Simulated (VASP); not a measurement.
Calculation: PBE GGA, VASP's PBE PAW potentials (set 64) (plane waves; VASP). Each cell was relaxed at this level, without spin-orbit coupling.

Question: Which of these comes out without a gap?
(A) BAs, F-43m (216)
(B) Al2O3, R-3c (167)
(C) MoS2, P6_3/mmc (194)
(D) Rh, Fm-3m (225)

Answer: D, Rh, Fm-3m (225). The others have gaps of 1.24 eV (MoS2, P6_3/mmc (194)), 5.86 eV (Al2O3, R-3c (167)), 1.20 eV (BAs, F-43m (216)).
